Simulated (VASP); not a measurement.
Input for VASP

File POSCAR:
```
Cl
1.0
  0.0000000000   2.2001380000   2.2001380000
  2.2001380000   0.0000000000   2.2001380000
  2.2001380000   2.2001380000   0.0000000000
Cl
1
direct
  0.0000000000   0.0000000000   0.0000000000
```

INCAR:
```
! general
SYSTEM = Cl
PREC   = Accurate
ENCUT  = 400   ! plane-wave cut-off (eV)
LREAL  = .FALSE.
LASPH  = .TRUE.   ! aspherical one-centre terms

! electronic loop
EDIFF  = 1E-6   ! SCF stop (eV)
NELM   = 100   ! most electronic steps
ALGO   = Normal

! smearing
ISMEAR = 0   ! Gaussian
SIGMA  = 0.05   ! width (eV)

! functional
GGA    = PS

! ions
IBRION = 2   ! conjugate gradients
NSW    = 60   ! most ionic steps
ISIF   = 3
EDIFFG = -0.01   ! ionic stop

! output
LWAVE  = .FALSE.
LCHARG = .FALSE.
```

### KPOINTS
```
Automatic mesh
0
Gamma
9 9 9
0 0 0
```

POTCAR, in this order: Cl (PBE.64 set). Program: vasp_std.

### Question
Translate this PBEsol calculation to Ansatz.

### Answer
One equivalent input (not run):
Ansatz 0.2 input:
```yaml
crystal:
  lattice:
    - [0.0000000, 2.2001380, 2.2001380]
    - [2.2001380, 0.0000000, 2.2001380]
    - [2.2001380, 2.2001380, 0.0000000]
  atoms:
    - { symbol: Cl, position: [0.0000000, 0.0000000, 0.0000000] }
kpoints:
  mp_grid: { grid: [9, 9, 9] }
hamiltonian:
  xc: pbesol
  pseudopotentials: { kind: paw }
scf:
  occupations: { method: gaussian, width: 0.05 }
  max_iter: 100
relax:
  max_steps: 60
  f_tol: 0.01
  cell: {}
output: { forces: true, stress: true, eigenvalues: true }
```
Limits of the translation: each code has its own PAW files, so the cut-off isn't converted (ENCUT is set for VASP's; basis.ecutwfc is left out, and Ansatz then takes the one that its files recommend); Ansatz stops its SCF on the density residual and VASP on the energy change (EDIFF).

The structure was generated: Cl was put into the fcc type (Fm-3m), which need not be its known phase. This run relaxes it. Symmetry was kept, so distortions that lower it aren't found.
